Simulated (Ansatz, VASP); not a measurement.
# Cross-check of Zr2CF2 between VASP and Ansatz

One calculation is typed for both programs; each brings its own data sets. How far apart do they land? Of the first pair: The structure shown is the start of the Ansatz relaxation below; VASP solves that cell, so the two are compared at the walk's first step.

Main program and level: Ansatz 0.2.0; plane waves, with VASP 6.6.1 beside it; single point at PBE.

## 1. The starting structure

The cell holds 5 atoms: 1 C, 2 Zr and 2 F. Its edges and angles: a = 3.300 Å, b = 3.300 Å, c = 33.200 Å, α = 90.0°, β = 90.0°, γ = 120.0°. Vacuum lies along c. The height across the vacuum is the one that the program set for its solve, not the one typed.

## 2. Ansatz: relaxation, PBE

Ansatz runs on its default PAW (the set named soft_2) files.

The two programs are compared at the cell with which this relaxation starts, whose forces are those of its first step.

Input file input.yaml:

```yaml
crystal:
  lattice:
    - [3.3, 0.0, 0.0]
    - [-1.65, 2.85788, 0.0]
    - [0.0, 0.0, 20.0]
  atoms:
    - { symbol: C, position: [0.0, 0.0, 0.5] }
    - { symbol: Zr, position: [0.333333, 0.666667, 0.56] }
    - { symbol: Zr, position: [0.666667, 0.333333, 0.44] }
    - { symbol: F, position: [0.666667, 0.333333, 0.6175] }
    - { symbol: F, position: [0.333333, 0.666667, 0.3825] }
  periodic: [true, true, false]
kpoints:
  mp_grid: { grid: [9, 9, 1] }
hamiltonian:
  xc: pbe
scf:
  occupations: { method: gaussian, width: 0.1 }
output:
  forces: true
  stress: true
  eigenvalues: true
relax:
  adjacent_minimum: "off"
  f_tol: 0.05
  max_steps: 80
  cell: { stress_2d_tol: 0.02 }
```

The run is started by

```sh
$ ansatz run input.yaml --threads 8 --pin off --max-ram 14336MiB --backend cpu --events-out ev --progress --plain --runs-dir out
```

Numbers of over 12 decimals in the logs are rounded to 6 here.

Output:

```text
Warning: crystal.periodic: the lattice vector that does not repeat stood 0.000° off the slab's normal, 20.000 Å along it as the deck builds it. The run solves the slab on a vector along the normal, 33.200 Å long, with every atom where it was (on the deck's vector they left 15.30 Å outside them, and the widest stretch free of ions among them is 1.20 Å). A fractional position that the run reports is one of the run's ce [...]
[...]
Initial wavefunctions: pseudopotential atomic-orbital guess (no wavefunctions were taken with the density)
iter 1 solved again at ethr=3.76e-8 eV; its pass at ethr=3.10e-3 eV (dr2=1.58e-5 eV) is discarded
SCF iter   1: F=—  HF=-10241.087100 eV  |F-HF|=—  |Δ(HF+E_count)|=         —  Δρ=1.54e-5  dr2=9.57e-8  ethr=3.76e-8  ⟨swp⟩=7.2  Hψ=3671  notcnv=0
preconditioner: auto → LDOS  [metal: Δε(μ)=0.141 eV  Ē_g=8.202 eV  σ=0.100 eV  W_gap=0.48  n_scr=20 (ndim 8)  ℏωp=9.8 eV  f_vac=0.770  D(μ)=1.13/eV (n_scr^D=8)  β→1.0]
SCF iter   2: F=—  HF=-10241.086988 eV  |F-HF|=—  |Δ(HF+E_count)|=   1.11e-4  Δρ=8.14e-6  dr2=1.17e-7  ethr=2.28e-10  ⟨swp⟩=4.4  Hψ=922  notcnv=0
SCF iter   3: F=—  HF=-10241.086987 eV  |F-HF|=—  |Δ(HF+E_count)|=   1.42e-6  Δρ=2.27e-6  dr2=9.34e-9  ethr=2.28e-10  ⟨swp⟩=2.3  Hψ=505  notcnv=0
SCF iter   4: F=—  HF=-10241.086988 eV  |F-HF|=—  |Δ(HF+E_count)|=   1.24e-6  Δρ=4.25e-7  dr2=4.63e-10  ethr=2.22e-11  ⟨swp⟩=3.3  Hψ=674  notcnv=0
SCF iter   5: F=—  HF=-10241.086988 eV  |F-HF|=—  |Δ(HF+E_count)|=   1.46e-7  Δρ=7.89e-8  dr2=8.94e-12  ethr=1.10e-12  ⟨swp⟩=3.6  Hψ=640  notcnv=0
SCF iter   6: F=-10241.086988 eV  HF=-10241.086988 eV  |F-HF|=3.29e-9  |Δ(HF+E_count)|=   3.34e-8  Δρ=2.69e-8  dr2=1.21e-12  ethr=1.00e-12  ⟨swp⟩=13.8  Hψ=2382  notcnv=0
SCF 7 converged in 6 iterations: F = -10241.086988 eV  dr2 = 1.21e-12
relax step   7: F+E_penalty+E_count = -10241.08698833 eV  Δ(F+E_penalty+E_count) = -6.378e-4 eV  max|allowed force component| = 2.682e-4 eV/Å  Δτ_max = 0.0000 Å  P = +0.035 N/m  Ω = 314.123 Å³  fix = [c, alpha, beta]  reactions: c +0.000 N/m  stress off target by 3.52e-2 N/m on what of the cell is left free  SCF on the basis re-selected at this cell (its energy is not comparable with the rows above)  (6 SCF iters)
[...]
relax step   8: F+E_penalty+E_count = -10241.08694080 eV  Δ(F+E_penalty+E_count) = +4.754e-5 eV  max|allowed force component| = 6.890e-5 eV/Å  Δτ_max = 0.0002 Å  P = +0.001 N/m  Ω = 314.210 Å³  energy of the carried Pulay correction = -5.047e-5 eV  fix = [c, alpha, beta]  reactions: c +0.000 N/m  (4 SCF iters, dr2 threshold 1.43e-9 eV, accepted)
[...]
relax step   9: F+E_penalty+E_count = -10241.08702168 eV  Δ(F+E_penalty+E_count) = -8.088e-5 eV  max|allowed force component| = 9.463e-5 eV/Å  Δτ_max = 0.0000 Å  P = +0.002 N/m  Ω = 314.210 Å³  fix = [c, alpha, beta]  reactions: c +0.000 N/m  stress off target by 1.75e-3 N/m on what of the cell is left free  SCF on the basis re-selected at this cell (its energy is not comparable with the rows above)  (5 SCF iters)
basis re-selected at this cell: Δ(F+E_penalty+E_count) = -8.088e-5 eV, ΔP = +0.001 N/m vs the last step (what re-selecting the basis moved, of the pressure what is left beyond the Pulay correction that the steps carried, after the strain that the cell walked since its last selection, with what the two solves' SCF thresholds leave and, on support functions, any second-order correction that the steps lacked; it is no m [...]
SCF converged after 5 iterations
Free energy (F): -10241.087022 eV
Harris-Foulkes:  -10241.087022 eV  (|F-HF|=8.00e-11)
Internal energy: -10241.081403 eV  (E = F + TS)
E sigma→0 (E₀):  -10241.084213 eV
Entropy (-TS):   -0.005618 eV (-1.124 meV/atom)
Fermi energy:    -4.117817 eV
--- Per-component energies (eV) ---
  E_band       = -928.473836
  E_kinetic    = 1172.132690
  E_local      = -107317.544589  (includes V_loc(G=0)·N_el)
  E_nonlocal   = 330.832113
  E_hartree    = 52916.863503
  E_xc         = -534.162501
  E_vxc        = -650.209257  (∫ρ·V_xc dr)
  E_paw        = -6406.803340  (= ΣΔE_a)
  E_vpaw       = -297.415915  (= ΣTr[D̂ρ^β])
  E_aug_tail   = 0.004131  (compensation charges beyond the density's cutoff)
  E_ewald      = 49597.596589
  E_smearing   = -0.005618  (= −TS)
  E_closure    = 0.000000  (closes the sum)
  Σ components = -10241.087022   (vs F -10241.087022, Δ=0.00e0)
--- Forces (eV/Å), atoms counted from 1 ---
  atom   1  C      0.00000000     0.00000000     0.00000000
  atom   2  Zr    -0.00000000    -0.00000000    -0.00009463
  atom   3  Zr     0.00000000     0.00000000     0.00009463
  atom   4  F      0.00000000    -0.00000000    -0.00001827
  atom   5  F     -0.00000000     0.00000000     0.00001827
  max |Σ_I F_I| component: 9.25e-18 eV/Å
--- 2D stress c σ (N/m, compression-positive) ---
        0.001753       0.000000      -0.000000
        0.000000       0.001753       0.000000
       -0.000000       0.000000       0.000000
  P = ½ c Tr σ = 0.0018 N/m
--- Band table (eV; the first three rows and the last of 12) ---
  k-point 0: bands = ["-53.5513", "-53.4438", "-32.2631", "-31.6880", "-31.3111", "-31.3111", "-31.2240", "-31.2240", "-29.0999", "-28.9748", "-15.0912", "-11.6096", "-10.9716", "-10.9716", "-10.8487", "-10.8487", "-10.8402", "-8.2777", "-7.1067", "-7.1067", "-3.8736", "-3.8736", "-3.5520", "-2.1560", "-1.7717", "-1.4716"]
  k-point 1: bands = ["-53.5398", "-53.4379", "-32.2139", "-31.7386", "-31.3664", "-31.3396", "-31.3275", "-31.2315", "-29.0583", "-28.9721", "-15.0128", "-11.4752", "-11.1715", "-10.9811", "-10.9553", "-10.8538", "-10.6754", "-8.1620", "-7.4092", "-7.1308", "-4.2800", "-3.6185", "-3.4447", "-1.9798", "-1.9008", "-1.5620"]
  k-point 2: bands = ["-53.5099", "-53.4241", "-32.0809", "-31.9130", "-31.6449", "-31.4048", "-31.3634", "-31.2568", "-28.9898", "-28.9755", "-14.8306", "-11.3057", "-11.2335", "-11.1290", "-10.9336", "-10.8738", "-10.7853", "-7.9723", "-7.8391", "-7.1474", "-5.0468", "-3.0671", "-2.9147", "-1.9643", "-1.8923", "-1.2334"]
  k-point 11: bands = ["-53.4138", "-53.4138", "-32.0776", "-32.0776", "-31.8971", "-31.6029", "-31.4970", "-31.4970", "-28.9466", "-28.9466", "-14.4332", "-11.4284", "-11.3997", "-11.1222", "-11.1222", "-10.8495", "-10.8495", "-8.0894", "-8.0894", "-7.3691", "-3.6148", "-2.8519", "-2.8519", "-1.3919", "-0.9556", "-0.9556"]
--- Relaxed structure (7 steps of the walk, 7 accepted, 2 SCFs on fresh bases) ---
  F+E_penalty+E_count = -10241.08702168 eV   max|allowed force component| = 9.463e-5 eV/Å   (the final SCF, on the basis selected at the relaxed cell)
  cell:  # Å, volume = 314.2099 Å³
    - [3.305793, 0, 0]
    - [-1.652896, 2.862900, 0]
    - [0, 0, 33.2]
  atoms:
    - { symbol: C, position: [0, 0, 0.301205] }
    - { symbol: Zr, position: [0.333333, 0.666667, 0.338135] }
    - { symbol: Zr, position: [0.666667, 0.333333, 0.264275] }
    - { symbol: F, position: [0.666667, 0.333333, 0.378410] }
    - { symbol: F, position: [0.333333, 0.666667, 0.224000] }
```

The column dr2 measures how far the density is from self-consistency, as an energy; F and HF (Harris–Foulkes) agree once it is small.

## 3. VASP: single point, PBE, start cell, pair 1

The same cell, functional, mesh and smearing now go to VASP, with its own data sets.

Lines of VASP's logs that name or quote its potential files are left out, and so is its time.

Input file INCAR:

```
SYSTEM = Zr2CF2
PREC = Accurate
ENCUT = 520
EDIFF = 1E-06
NELM = 120
ISMEAR = 0
SIGMA = 0.1
LREAL = .FALSE.
ALGO = Normal
GGA = PE
NBANDS = 27
LASPH = .TRUE.
LORBIT = 11
LWAVE = .FALSE.
LCHARG = .FALSE.
ISIF = 2
LDIPOL = .TRUE.
IDIPOL = 3
DIPOL = 0.5 0.5 0.301
LVHAR = .TRUE.
GGA_COMPAT = .FALSE.
NELMDL = -8
KPAR = 2
```

Input file POSCAR:

```
Zr2CF2
1.0
    3.2999980000      0.0000000000      0.0000000000
   -1.6499990000      2.8578820000      0.0000000000
    0.0000000000      0.0000000000     33.2000000000
C Zr F
1 2 2
Direct
    0.0000000000      0.0000000000      0.3012048193
    0.3333333917      0.6666667833      0.3373493976
    0.6666666083      0.3333332167      0.2650602410
    0.6666666083      0.3333332167      0.3719879518
    0.3333333917      0.6666667833      0.2304216867
```

Input file KPOINTS:

```
Automatic mesh
0
Gamma
9 9 1
0 0 0
```

PAW data sets: C, Zr_sv and F (PBE family, release 64).

The run is started by

```sh
$ mpirun -np 2 vasp_std
```

Output:

```text
[banner, memory and clock lines left out]
running    2 mpi-ranks, on    1 nodes
 distrk:  each k-point on    1 cores,    2 groups
 distr:  one band on    1 cores,    1 groups

 POSCAR found type information on POSCAR C ZrF
 POSCAR found :  3 types and       5 ions
 LDA part: xc-table for (Slater+PW92), standard interpolation
 POSCAR, INCAR and KPOINTS ok, starting setup
 FFT: planning ... GRIDC
 FFT: planning ... GRID_SOFT
 FFT: planning ... GRID
 WAVECAR not read
 entering main loop
       N       E                     dE             d eps       ncg     rms          rms(c)
DAV:   1     0.447246514962E+03    0.44725E+03   -0.20270E+04   808   0.126E+03
DAV:   2     0.281240998442E+01   -0.44443E+03   -0.43738E+03   854   0.351E+02
DAV:   3    -0.461066095659E+02   -0.48919E+02   -0.48595E+02   952   0.114E+02
DAV:   4    -0.487158431169E+02   -0.26092E+01   -0.25985E+01  1028   0.242E+01
DAV:   5    -0.488357934683E+02   -0.11995E+00   -0.11993E+00  1024   0.351E+00
DAV:   6    -0.488366454325E+02   -0.85196E-03   -0.85191E-03   928   0.406E-01
DAV:   7    -0.488366660303E+02   -0.20598E-04   -0.20597E-04  1008   0.573E-02
DAV:   8    -0.488366664757E+02   -0.44535E-06   -0.44507E-06   912   0.886E-03    0.317E+01
DAV:   9    -0.410012843234E+02    0.78354E+01   -0.46650E+01   733   0.343E+01    0.119E+01
DAV:  10    -0.409246380629E+02    0.76646E-01   -0.23329E+00   917   0.898E+00    0.529E+00
DAV:  11    -0.408494103957E+02    0.75228E-01   -0.25381E-01   941   0.298E+00    0.685E-01
DAV:  12    -0.408339419358E+02    0.15468E-01   -0.77080E-02   861   0.108E+00    0.395E-01
DAV:  13    -0.408239757654E+02    0.99662E-02   -0.14025E-02   880   0.678E-01    0.166E-01
DAV:  14    -0.408188215588E+02    0.51542E-02   -0.46020E-03   951   0.422E-01    0.116E-01
[...]
DAV:  19    -0.408206155524E+02   -0.53106E-03   -0.82257E-05   788   0.351E-02    0.766E-03
DAV:  20    -0.408208291426E+02   -0.21359E-03   -0.17148E-05   735   0.155E-02    0.291E-03
DAV:  21    -0.408209313498E+02   -0.10221E-03   -0.37267E-06   730   0.693E-03    0.147E-03
DAV:  22    -0.408209844233E+02   -0.53073E-04   -0.21992E-06   725   0.522E-03    0.102E-03
DAV:  23    -0.408209964099E+02   -0.11987E-04   -0.43639E-07   685   0.245E-03    0.416E-04
DAV:  24    -0.408210038687E+02   -0.74588E-05   -0.19045E-07   621   0.147E-03    0.246E-04
DAV:  25    -0.408210056757E+02   -0.18071E-05   -0.52384E-08   637   0.805E-04    0.640E-05
DAV:  26    -0.408210061135E+02   -0.43779E-06   -0.99017E-09   582   0.432E-04
   1 F= -.40821006E+02 E0= -.40816085E+02  d E =-.984157E-02
```

OUTCAR, selected parts (step 3):

```text
ion  position               nearest neighbor table
   1  0.000  0.000  0.301-   3 2.25   2 2.25   3 2.25   2 2.25   3 2.25   2 2.25
   2  0.333  0.667  0.337-   4 2.23   4 2.23   4 2.23   1 2.25   1 2.25   1 2.25   3 3.06   3 3.06
                             3 3.06
   3  0.667  0.333  0.265-   5 2.23   5 2.23   5 2.23   1 2.25   1 2.25   1 2.25   2 3.06   2 3.06
                             2 3.06
   4  0.667  0.333  0.372-   2 2.23   2 2.23   2 2.23
   5  0.333  0.667  0.230-   3 2.23   3 2.23   3 2.23

  LATTYP: Found a hexagonal cell.
 ALAT       =     3.2999980000
 C/A-ratio  =    10.0606121579

 Subroutine GETGRP returns: Found 12 space group operations
 (whereof  6 operations were pure point group operations)

The static configuration has the point symmetry C_3v.
 The point group associated with its full space group is D_3d.

 Found     12 irreducible k-points:

   k-points           NKPTS =     12   k-points in BZ     NKDIM =     12   number of bands    NBANDS=     27

   dimension x,y,z NGX =    28 NGY =   28 NGZ =  250
   dimension x,y,z NGXF=    56 NGYF=   56 NGZF=  500

   ENCUT  =  520.0 eV  38.22 Ry    6.18 a.u.   6.14  6.14 61.73*2*pi/ulx,y,z

   NELECT =      42.0000    total number of electrons

 k-points in reciprocal lattice and weights: Automatic mesh
   0.00000000  0.00000000  0.00000000       0.012
   0.11111111 -0.00000000  0.00000000       0.074
   0.22222222  0.00000000  0.00000000       0.074
   0.33333333  0.00000000  0.00000000       0.074
   0.44444444  0.00000000  0.00000000       0.074
   0.11111111  0.11111111  0.00000000       0.074
   0.22222222  0.11111111  0.00000000       0.148
   0.33333333  0.11111111  0.00000000       0.148
   0.44444444  0.11111111  0.00000000       0.074
   0.22222222  0.22222222  0.00000000       0.074
   0.33333333  0.22222222  0.00000000       0.148
   0.33333333  0.33333333  0.00000000       0.025

 dipolmoment           0.000000      0.000000     -0.000001 electrons x Angstroem

 average (electrostatic) potential at core
       1 -54.7066       2 -84.5218       3 -84.5218       4 -82.9428       5 -82.9428

 E-fermi :  -0.3862

 k-point     1 :       0.0000    0.0000    0.0000
  band No.  band energies     occupation
    ...
     16      -8.3584      2.00000
     17      -8.0244      2.00000
     18      -4.5400      2.00000
     19      -3.4192      2.00000
     20      -3.4192      2.00000
     21      -0.3028      0.23797
     22      -0.3028      0.23796
     23       0.3473      0.00000
     24       1.0207      0.00000
     25       1.2827      0.00000
    ...

 k-point     2 :       0.1111   -0.0000    0.0000
  band No.  band energies     occupation
    ...
     17      -7.8885      2.00000
     18      -4.4040      2.00000
     19      -3.7611      2.00000
     20      -3.4786      2.00000
     21      -0.6200      1.99905
     22      -0.0189      0.00000
     23       0.4380      0.00000
     24       1.2262      0.00000
     25       1.3225      0.00000
     26       2.3655      0.00000
    ...

 k-point     3 :       0.2222    0.0000    0.0000
  band No.  band energies     occupation
    ...
     17      -7.9288      2.00000
     18      -4.3348      2.00000
     19      -4.0807      2.00000
     20      -3.5463      2.00000
     21      -1.3082      2.00000
     22       0.7209      0.00000
     23       0.7641      0.00000
     24       1.4994      0.00000
     25       1.7918      0.00000
     26       2.4696      0.00000
    ...

  Total        3.8846733      3.8846730      6.8498018      0.0000000      0.0000000      0.0000000
  in kB       19.8778324     19.8778310     35.0503644      0.0000000      0.0000000      0.0000000
  external PRESSURE =      24.9353426 kB  Pullay stress =       0.0000000 kB

  energy-cutoff  :      520.00
  volume of cell :      313.11
      direct lattice vectors                 reciprocal lattice vectors
     3.299998000  0.000000000  0.000000000     0.303030487  0.174954739  0.000000000
    -1.649999000  2.857882000  0.000000000     0.000000000  0.349909478  0.000000000
     0.000000000  0.000000000 33.200000000     0.000000000  0.000000000  0.030120482

 POSITION                                       TOTAL-FORCE (eV/Angst)
 -----------------------------------------------------------------------------------
      0.00000      0.00000     10.00000         0.000000      0.000000      0.000000
      0.00000      1.90525     11.20000        -0.000000     -0.000000     -0.852827
      1.65000      0.95263      8.80000         0.000000      0.000000      0.852827
      1.65000      0.95263     12.35000         0.000000      0.000000      1.915970
      0.00000      1.90525      7.65000         0.000000      0.000000     -1.915970
 -----------------------------------------------------------------------------------
    total drift:                                0.000000     -0.000000     -0.000123

  FREE ENERGIE OF THE ION-ELECTRON SYSTEM (eV)
  ---------------------------------------------------
  free  energy   TOTEN  =       -40.8210061135 eV

  energy  without entropy=      -40.8111645484  energy(sigma->0) =      -40.81608533

 vacuum level on the upper side and lower side of the slab         2.476         2.476

 total charge
# of ion       s       p       d       tot
------------------------------------------
    1        0.881   1.567   0.000   2.448
    2        2.169   6.020   1.742   9.931
    3        2.169   6.020   1.742   9.931
    4        1.738   4.385   0.000   6.122
    5        1.738   4.385   0.000   6.122
--------------------------------------------------
tot          8.695  22.376   3.483  34.554

[... 3 further parts left out ...]
```

The run ends at a pressure of 2.49 GPa, with forces up to 1.9 eV/Å.

## 4. Side by side

Known differences besides the potentials themselves: Ansatz cuts the interaction across the vacuum, VASP repeats the sheet with a dipole correction; Ansatz takes its cutoff from its data sets, VASP runs at 520 eV. Total energies have different zeros and are not compared.

Forces (eV/Å; atoms numbered as in POSCAR):

```
atom        Ansatz x, y, z          VASP x, y, z
  C1   0.000, 0.000, 0.000   0.000, 0.000, 0.000
 Zr2  0.000, 0.000, -0.850  0.000, 0.000, -0.853
 Zr3   0.000, 0.000, 0.850   0.000, 0.000, 0.853
  F4   0.000, 0.000, 1.891   0.000, 0.000, 1.916
  F5  0.000, 0.000, -1.891  0.000, 0.000, -1.916
```

The forces differ by 9.3 meV/Å r.m.s., which is 1.2 % of the r.m.s. force of 0.766 eV/Å (both taken over all components). With vacuum in the cell, a pressure given here is an average over mostly empty space and none of the material.

## 5. Ansatz: relaxation, PBE

This run makes the geometry at which the two programs are then compared.

The structure compared here is the end of the Ansatz relaxation.

Input file input.yaml:

```yaml
crystal:
  lattice:
    - [3.3040934324, 0.0, 0.0]
    - [-1.6520467162, 2.861428849, 0.0]
    - [0.0, 0.0, 33.2]
  atoms:
    - { symbol: C, position: [0.0, 0.0, 0.3012048193] }
    - { symbol: Zr, position: [0.3333333333, 0.6666666667, 0.3382843662] }
    - { symbol: Zr, position: [0.6666666667, 0.3333333333, 0.2641252724] }
    - { symbol: F, position: [0.6666666667, 0.3333333333, 0.3784007723] }
    - { symbol: F, position: [0.3333333333, 0.6666666667, 0.2240088663] }
  periodic: [true, true, false]
kpoints:
  mp_grid: { grid: [12, 12, 1] }
hamiltonian:
  xc: pbe
scf:
  occupations: { method: methfessel_paxton, width: 0.15 }
output:
  forces: true
  stress: true
  eigenvalues: true
  write_density: true
  write_potential: true
  elf: true
  volumetric_format: npy
relax:
  adjacent_minimum: "off"
  f_tol: 0.001
  max_steps: 60
  cell: { stress_2d_tol: 0.002 }
```

The run is started by

```sh
$ ansatz run input.yaml --threads 8 --pin off --max-ram 14336MiB --backend cpu --events-out ev --progress --plain --runs-dir out
```

Output:

```text
[...]
Crystal: 5 atoms, lattice volume = 313.887 Å³
Basis set: ecut = 420 eV, 6243 PW (Γ), exchange–correlation on 48×48×450 points (8 copies of the dense FFT grid, shifted against one another)
Bands: 26, of which v1, the nominal top of the filled ones, is band 21 counted from 1 (20 counted from 0)
Symmetry: 12 space group operations
[...]
k-points: 19 of 144
[...]
cell:  # Å, volume = 313.8742 Å³
    - [3.304026, 0.0, 0]
    - [-1.652013, 2.861370, 0]
    - [0, 0, 33.2]
  atoms:
    - { symbol: C, position: [0, 0, 0.3012048193] }
    - { symbol: Zr, position: [0.333333, 0.666667, 0.338274] }
    - { symbol: Zr, position: [0.666667, 0.333333, 0.264135] }
    - { symbol: F, position: [0.666667, 0.333333, 0.378385] }
    - { symbol: F, position: [0.333333, 0.666667, 0.224024] }
[key lines of the parts left out:]
SCF converged after 6 iterations
Free energy (F): -10241.076451 eV
Fermi energy:    -3.990922 eV
P = ½ c Tr σ = -0.0014 N/m
```

(Continued in part 2 of 2.)

[Lines on the potential files, build, host, timing and source positions are cut from VASP's logs without a mark.]

[Logs are printed without paths, hosts, clocks, repeated set-up lines and the standing remarks that a program may print on its own settings, such as how far it seeks lower states.]

[Hosts, paths, dates, database ids (printed as entryN), source tags and the programs' standing remarks are cut or masked in the printed files.]
